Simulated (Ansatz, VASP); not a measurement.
# Zr (Zirconium): VASP beside Ansatz, part 2 of 2

Wanted: the spread between two codes on one cell, functional and k mesh. The cell is taken from a series of runs on this material, whose earlier steps may have relaxed, scaled, displaced or heated it; both programs get it as it stands.

VASP 6.6.1 and Ansatz 0.2.0.

So far: Starting point; VASP: zone-centre phonons, PBEsol, pair 1.

## Step 3: Ansatz: zone-centre phonons, PBEsol, pair 1

Level of this step: Ansatz beside VASP: Kohn-Sham DFT, plane waves, PBEsol (Ansatz).

Ansatz runs on its PAW soft_1 files.

The same cell, functional, mesh and smearing now go to Ansatz, which takes its cutoff from its data sets.

input.yaml reads:

```yaml
crystal:
  lattice:
    - [3.1836932772, 0.0, 0.0]
    - [-1.5918466386, 2.7571592559, 0.0]
    - [0.0, 0.0, 5.1178911404]
  atoms:
    - { symbol: Zr, position: [0.3333333333, 0.6666666667, 0.25] }
    - { symbol: Zr, position: [0.6666666667, 0.3333333333, 0.75] }
kpoints:
  mp_grid: { grid: [15, 15, 8] }
hamiltonian:
  xc: pbesol
  pseudopotentials: { kind: paw, azcp: { folder: soft_1 }, xc_functional: pbe }
scf:
  occupations: { method: methfessel_paxton, width: 0.2 }
output:
  eigenvalues: true
phonons:
  method: dfpt
```

Started as:

```sh
$ ansatz run input.yaml --threads 4 --pin off --max-ram 10240MiB --backend cpu --events-out ev --progress --plain --runs-dir out
```

Numbers of over 12 decimals in the logs are rounded to 6 here.

The log of the run:

```text
zone centre: on kpoints.mp_grid the ground state, and the responses unless they are solved on pairs of k-points, stand on 320 of the mesh's 1800 k-points, reduced under 4 symmetry operations, with k and −k counted as one. Each operation leaves every solved displacement unchanged or reverses it
Engine: ansatz 0.2.0, aarch64-unknown-linux-gnu
Pseudopotentials: kind: paw
Pseudopotential: Zr, paw, valence charge 12, recommended cutoff 420 eV (normal), soft_1/Zr.paw.azcp
Functional definition: PBEsol
  exchange = pbesol_x
  correlation = pbesol_c
Crystal: 2 atoms, lattice volume = 44.925 Å³
Basis set: ecut = 420 eV, 881 PW (Γ), exchange–correlation on 48×48×72 points (8 copies of the dense FFT grid, shifted against one another)
Bands: 16, of which v1, the nominal top of the filled ones, is band 12 counted from 1 (11 counted from 0)
Symmetry: 24 space group operations
k-points: 320 of 1800 (irreducible under 4 space group operations, time reversal used)
Non-local potential: Zr, projectors of the file, l = 0: 3, l = 1: 2, l = 2: 2, l = 3: 1
PAW form: soft (Blöchl's): semilocal exchange-correlation on the pseudo side does not see the compensation charge
PAW frozen core: Zr, regenerated for the run's functional, and the local potential with it (the file was generated under x = pbe(κ = 0.804, μ = 0.219515), c = pbe(β = 0.066725))
PAW one-centre angular grid: Zr, 590 points (default); XC on 64 Gauss nodes
Initial density: superposition of atomic densities (chi_scale 0.1, normalization cell)
Initial wavefunctions: pseudopotential atomic-orbital guess
Functional: x = pbesol(κ = 0.804, μ = 0.123457), c = pbesol(β = 0.046)
SCF iter   1: F=—  HF=-8257.514164 eV  |F-HF|=—  |Δ(HF+E_count)|=         —  Δρ=3.02e-2  dr2=5.20e-1  ethr=3.10e-3  ⟨swp⟩=5.1  Hψ=47083  notcnv=0
automatic band count: the SCF goes on with 20 bands, as 16 were too few: they end inside the smearing window of the response
preconditioner: auto → Kerker (q_TF=auto, 2.458 Å⁻¹)  [metal: Δε(μ)=0.008 eV  Ē_g=5.307 eV  σ=0.200 eV  W_gap=0.03  n_scr=10 (ndim 8)  ℏωp=15.7 eV  f_vac=0.000  D(μ)=1.89/eV (n_scr^D=22)]
SCF iter   2: F=—  HF=-8257.383669 eV  |F-HF|=—  |Δ(HF+E_count)|=   1.30e-1  S|Δr|=    0.00e0  Δρ=1.86e-2  dr2=1.93e-1  ethr=2.17e-3  ⟨swp⟩=1.8  Hψ=9831  notcnv=0  defer=110
SCF iter   3: F=—  HF=-8257.315907 eV  |F-HF|=—  |Δ(HF+E_count)|=   6.78e-2  S|Δr|=    0.00e0  Δρ=2.01e-3  dr2=1.12e-3  ethr=8.03e-4  ⟨swp⟩=3.0  Hψ=11666  notcnv=0  defer=110
SCF iter   4: F=—  HF=-8257.315873 eV  |F-HF|=—  |Δ(HF+E_count)|=   3.41e-5  S|Δr|=    0.00e0  Δρ=2.88e-4  dr2=2.21e-5  ethr=4.68e-6  ⟨swp⟩=2.0  Hψ=9683  notcnv=0  defer=110
SCF iter   5: F=—  HF=-8257.315876 eV  |F-HF|=—  |Δ(HF+E_count)|=   2.54e-6  S|Δr|=    0.00e0  Δρ=3.25e-5  dr2=2.76e-7  ethr=9.20e-8  ⟨swp⟩=1.0  Hψ=5886  notcnv=0  defer=110
SCF iter   6: F=—  HF=-8257.315876 eV  |F-HF|=—  |Δ(HF+E_count)|=   2.88e-8  S|Δr|=    0.00e0  Δρ=6.67e-6  dr2=1.57e-8  ethr=1.15e-9  ⟨swp⟩=2.4  Hψ=8802  notcnv=0  defer=375
SCF iter   7: F=—  HF=-8257.315876 eV  |F-HF|=—  |Δ(HF+E_count)|=  7.82e-11  S|Δr|=    0.00e0  Δρ=9.85e-7  dr2=3.79e-10  ethr=6.52e-11  ⟨swp⟩=1.1  Hψ=5918  notcnv=0  defer=375
SCF iter   8: F=—  HF=-8257.315876 eV  |F-HF|=—  |Δ(HF+E_count)|=  5.09e-11  S|Δr|=    0.00e0  Δρ=2.02e-7  dr2=1.09e-11  ethr=1.58e-12  ⟨swp⟩=2.5  Hψ=9095  notcnv=0  defer=375
SCF iter   9: F=-8257.315876 eV  HF=-8257.315876 eV  |F-HF|=0.00e0  |Δ(HF+E_count)|=  1.82e-12  S|Δr|=    0.00e0  Δρ=2.58e-8  dr2=2.13e-13  ethr=1.00e-12  ⟨swp⟩=9.4  Hψ=25941  notcnv=0
SCF 1 converged in 9 iterations: F = -8257.315876 eV  dr2 = 2.13e-13
  greatest PAW one-centre occupation: 0.996 electrons in one spin orbital (limit 2), on the Zr atom at site 1 (counted from 0), in its partial waves of l = 0
DFPT response loops at Γ: preconditioner auto → Kerker (q_TF=auto, 2.458 Å⁻¹) (partly filled bands, converged f_vac=0.000); β = 1.00, the filter's whole step (`scf.mixing.beta` (0.50) is not read by the response loops under this deck's `scf.mixing.preconditioner`; to damp them name `kerker` or `kerker_dos`, under which they read `scf.mixing.beta`, and type it under 1.00, their step now; both keys bind the ground state too); Broyden in place of MSR1
SCF converged after 9 iterations
Stability not checked: this state was not tested for a lower state beside it, because cold or Methfessel-Paxton smearing, or corrected tetrahedra, fill the levels in a way that the test cannot read (fill_not_monotonic; see scf.lower_state_search)
Free energy (F): -8257.315876 eV
Harris-Foulkes:  -8257.315876 eV  (|F-HF|=0.00e0)
Internal energy: -8257.317930 eV  (E = F + TS)
E sigma→0 (E₀):  -8257.316389 eV
Entropy (-TS):   0.002055 eV (1.027 meV/atom)
Fermi energy:    14.451850 eV
Step filling:    the computed levels leave a gap of 0.0000 eV = 0.0 smearing widths at the electron count; against every level under it full and every level over it empty, smearing changes F+E_penalty+E_count by +1.074 meV and its σ→0 estimate by +0.560 meV
--- Per-component energies (eV) ---
  E_band       = -181.268377
  E_kinetic    = 632.631763
  E_local      = -1177.053548  (includes V_loc(G=0)·N_el)
  E_nonlocal   = 153.868277
  E_hartree    = 382.368915
  E_xc         = -307.184588
  E_vxc        = -364.624477  (∫ρ·V_xc dr)
  E_paw        = -5819.846520  (= ΣΔE_a)
  E_vpaw       = -190.828187  (= ΣTr[D̂ρ^β])
  E_aug_tail   = -0.000050  (compensation charges beyond the density's cutoff)
  E_ewald      = -2122.433621
  E_core_change = 0.331442  (= ΣΔE_core)
  E_smearing   = 0.002055  (= −TS)
  E_closure    = -0.000000  (closes the sum)
  Σ components = -8257.315876   (vs F -8257.315876, Δ=0.00e0)
--- Band table (eV; the first three rows and the last of 320) ---
  k-point 0: bands = [... 8 lower, 8.7040, 11.2923, 15.3096, 15.3096, 15.3742, 15.6829, 16.0178, 16.0178, ... 4 higher]
  k-point 1: bands = [... 8 lower, 8.8390, 11.2880, 15.2433, 15.2433, 15.2714, 15.4306, 15.9189, 15.9189, ... 4 higher]
  k-point 2: bands = [... 8 lower, 9.2246, 11.2232, 14.8932, 15.0008, 15.1464, 15.1464, 15.6841, 15.6841, ... 4 higher]
  k-point 319: bands = [... 8 lower, 12.0880, 12.0880, 13.7622, 13.7622, 14.4750, 14.4750, 16.3131, 16.3131, ... 4 higher]
--- Phonons (Γ-DFPT): 2 representative perturbations + reference, on 320 of 1800 k-points (Σ response iterations 6) ---
  k mesh reduced under 4 symmetry operations, with k and −k counted as one. Each operation leaves every solved displacement unchanged or reverses it
  ASR residual: 9.122e-6 → 0.000e0 eV/Å²; symmetrization residual: 1.137e-13 eV/Å²
  ASR residual per site (eV/Å²): 9.12e-6 9.12e-6
  Γ frequencies (cm⁻¹): 0.00 0.00 0.00 63.26 63.26 163.22
  non-analytic LO–TO correction: not included (Born effective charges unavailable; polar crystals: no LO–TO splitting at Γ)
```

## Step 4: Comparison

Known differences besides the potentials themselves: the cutoff is 420 eV in Ansatz and 500 eV in VASP; Ansatz makes its cores anew for this functional, VASP keeps those of its PBE data sets. Total energies have different zeros and are not compared.

Both answers:

| quantity | Ansatz | VASP | difference |
| --- | --- | --- | --- |
| optical mode 1 to 2 (cm⁻¹) | 63.3 | 64.0 | -1.13 % |
| optical mode 3 (cm⁻¹) | 163.2 | 165.0 | -1.09 % |

Modes are paired by rising frequency, not by their patterns, so a pair may set unlike modes beside each other; they are those without the splitting of longitudinal modes.

## Step 5: Ansatz: zone-centre phonons, PBEsol, pair 2

Second derivatives magnify differences that forces hide, and they need a tight electronic threshold. The cell compared in this pair holds 45.06 Å³, against 44.92 Å³ for the pair before.

The cell is taken from a series of runs on this material, whose earlier steps may have relaxed, scaled, displaced or heated it; both programs get it as it stands.

input.yaml, the sections that differ from step 3:

```yaml
crystal:
  lattice:
    - [3.1727243265, 0.0, 0.0]
    - [-1.5863621633, 2.747659866, 0.0]
    - [0.0, 0.0, 5.1690700518]
  atoms:
    - { symbol: Zr, position: [0.3333333418, 0.6666666582, 0.25] }
    - { symbol: Zr, position: [0.6666666582, 0.3333333418, 0.75] }
# kpoints, hamiltonian, scf, output, phonons: as in step 3
```

The log of the run:

```text
[...]
Crystal: 2 atoms, lattice volume = 45.062 Å³
Basis set: ecut = 420 eV, 881 PW (Γ), exchange–correlation on 48×48×72 points (8 copies of the dense FFT grid, shifted against one another)
Bands: 16, of which v1, the nominal top of the filled ones, is band 12 counted from 1 (11 counted from 0)
Symmetry: 24 space group operations
k-points: 320 of 1800 (irreducible under 4 space group operations, time reversal used)
[...]
k-point 2: bands = [... 8 lower, 9.1665, 11.1576, 14.7589, 14.8536, 15.1425, 15.1425, 15.6502, 15.6502, ... 4 higher]
  k-point 319: bands = [... 8 lower, 12.0455, 12.0455, 13.7038, 13.7038, 14.4340, 14.4340, 16.2643, 16.2643, ... 4 higher]
[...]
ASR residual: 9.664e-6 → 0.000e0 eV/Å²; symmetrization residual: 2.369e-10 eV/Å²
  ASR residual per site (eV/Å²): 9.66e-6 9.66e-6
  Γ frequencies (cm⁻¹): 0.00 0.00 0.00 62.87 62.87 160.65
[...]
[key lines of the parts left out:]
SCF converged after 9 iterations
Free energy (F): -8257.314157 eV
Fermi energy:    14.391567 eV
```

## Step 6: VASP: zone-centre phonons, PBEsol, pair 2

The same cell, functional, mesh and smearing now go to VASP, with its own data sets.

INCAR reads:

```
SYSTEM = Zr
PREC = Accurate
ENCUT = 500
EDIFF = 1E-08
NELM = 120
ISMEAR = 1
SIGMA = 0.2
LREAL = .FALSE.
ALGO = Normal
GGA = PS
NBANDS = 18
LASPH = .TRUE.
LORBIT = 11
LWAVE = .FALSE.
LCHARG = .FALSE.
ISIF = 2
IBRION = 8
GGA_COMPAT = .FALSE.
KPAR = 2
```

POSCAR reads:

```
Zr
1.0
    3.1727243265      0.0000000000      0.0000000000
   -1.5863621633      2.7476598660      0.0000000000
    0.0000000000      0.0000000000      5.1690700518
Zr
2
Direct
    0.3333333079      0.6666666413      0.2500000000
    0.6666666413      0.3333333079      0.7500000000
```

KPOINTS reads:

```
Automatic mesh
0
Gamma
15 15 8
0 0 0
```

Potentials, in the order of the species: Zr_sv (PBE family, release 64).

Started as:

```sh
$ mpirun -np 2 vasp_std
```

The log of the run:

```text
[banner, memory and clock lines left out]
running    2 mpi-ranks, on    1 nodes
[...]
[... a notice as in an earlier step ...]

 LDA part: xc-table for (Slater+PW92), standard interpolation
 POSCAR, INCAR and KPOINTS ok, starting setup
[...]
entering main loop
       N       E                     dE             d eps       ncg     rms          rms(c)
DAV:   1     0.208834560406E+03    0.20883E+03   -0.13209E+04  4860   0.129E+03
DAV:   2    -0.336286127528E+01   -0.21220E+03   -0.20892E+03  5688   0.376E+02
DAV:   3    -0.185716906042E+02   -0.15209E+02   -0.15067E+02  8840   0.729E+01
DAV:   4    -0.189334640127E+02   -0.36177E+00   -0.36118E+00  5654   0.119E+01
[...]
DAV:  13    -0.181595940231E+02    0.22423E-06   -0.35255E-08  4740   0.144E-03    0.810E-04
DAV:  14    -0.181595939677E+02    0.55454E-07   -0.73522E-09  3014   0.100E-03    0.169E-04
DAV:  15    -0.181595939720E+02   -0.43387E-08   -0.75692E-10  2870   0.257E-04
   1 F= -.18159594E+02 E0= -.18160296E+02  d E =0.210525E-02
[...]
RMM:  18    -0.626596177949E+00    0.21354E-06    0.90093E-07 48654   0.714E-04    0.521E-05
RMM:  19    -0.626596084766E+00    0.93183E-07    0.94755E-07 52123   0.611E-04    0.396E-05
RMM:  20    -0.626596124073E+00   -0.39306E-07    0.86997E-07 53975   0.533E-04    0.455E-05
 first order change of Fermi-energy   0.31563E-04
 force on displaced ion       1 direction 1 :  -0.670  -0.000   0.000
 Linear response progress:
  Degree of freedom:   2/  2
       N       E                     dE             d eps       ncg     rms          rms(c)
RMM:   1    -0.796378673221E+00   -0.79638E+00    0.29529E+00  7553   0.135E+01
RMM:   2    -0.747191131454E+00    0.49188E-01   -0.26007E-01 11195   0.274E+00    0.259E-01
RMM:   3    -0.750633510120E+00   -0.34424E-02   -0.46015E-02 13602   0.981E-01    0.886E-02
RMM:   4    -0.753337292684E+00   -0.27038E-02   -0.60545E-03 15438   0.359E-01    0.318E-02
[...]
RMM:  19    -0.753395257743E+00   -0.56563E-07   -0.54654E-06 16703   0.534E-04    0.805E-05
RMM:  20    -0.753395255387E+00    0.23560E-08   -0.48396E-06 15945   0.459E-04    0.812E-05
RMM:  21    -0.753395170398E+00    0.84989E-07   -0.38750E-06 16545   0.396E-04    0.816E-05
 first order change of Fermi-energy  -0.13830E-03
 force on displaced ion       1 direction 3 :  -0.000   0.000  -4.419
 Linear response finished
```

Parts of OUTCAR (step 6):

```text
  Total        0.0114534      0.0114534     -0.3318688     -0.0000000     -0.0000000      0.0000000
  in kB        0.4072280      0.4072280    -11.7996549     -0.0000000     -0.0000000      0.0000000
  external PRESSURE =      -3.6617329 kB  Pullay stress =       0.0000000 kB

 POSITION                                       TOTAL-FORCE (eV/Angst)
 -----------------------------------------------------------------------------------
     -0.00000      1.83177      1.29227        -0.000000      0.000000      0.000000
      1.58636      0.91589      3.87680         0.000000     -0.000000     -0.000000
 -----------------------------------------------------------------------------------
    total drift:                                0.000144      0.000249      0.000000

[... 1 part as in an earlier step ...]

[... 1 further part left out ...]
```

## Step 7: Comparison

The two programs side by side:

| quantity | Ansatz | VASP | difference |
| --- | --- | --- | --- |
| optical mode 1 to 2 (cm⁻¹) | 62.9 | 63.2 | -0.50 % |
| optical mode 3 (cm⁻¹) | 160.7 | 162.3 | -1.03 % |

Modes are paired by rising frequency, not by their patterns, so a pair may set unlike modes beside each other; they are those without the splitting of longitudinal modes.

## Step 8: Summary of results

```
r.m.s. difference of the optical zone-centre modes, each program's sorted by frequency (zone-centre phonons, PBEsol, pair 1) : 1.2 cm⁻¹
difference in optical mode 1 to 2 (zone-centre phonons, PBEsol, pair 1)                                                      : -1.1 %
r.m.s. difference of the optical zone-centre modes, each program's sorted by frequency (zone-centre phonons, PBEsol, pair 2) : 1.00 cm⁻¹
difference in optical mode 3 (zone-centre phonons, PBEsol, pair 2)                                                           : -1.0 %
```

The r.m.s. difference of the optical zone-centre modes, each program's sorted by frequency is 1.2 cm⁻¹ (zone-centre phonons, PBEsol, pair 1). Among the rows given in per cent, the largest difference of the zone-centre phonons, PBEsol, pair 1 pair is in optical mode 1 to 2, -1.1 %. Among the rows given in per cent, the largest difference of the zone-centre phonons, PBEsol, pair 2 pair is in optical mode 3, -1.0 %. Such differences can come from data sets, numerical settings and the points named under the comparisons, not from the functional's error against experiment.

[Lines on the potential files, build, host, timing and source positions are cut from VASP's logs without a mark.]

[Logs are printed without paths, hosts, clocks, repeated set-up lines and the standing remarks that a program may print on its own settings, such as how far it seeks lower states.]

[Hosts, paths, dates, database ids (printed as entryN), source tags and the programs' standing remarks are cut or masked in the printed files.]
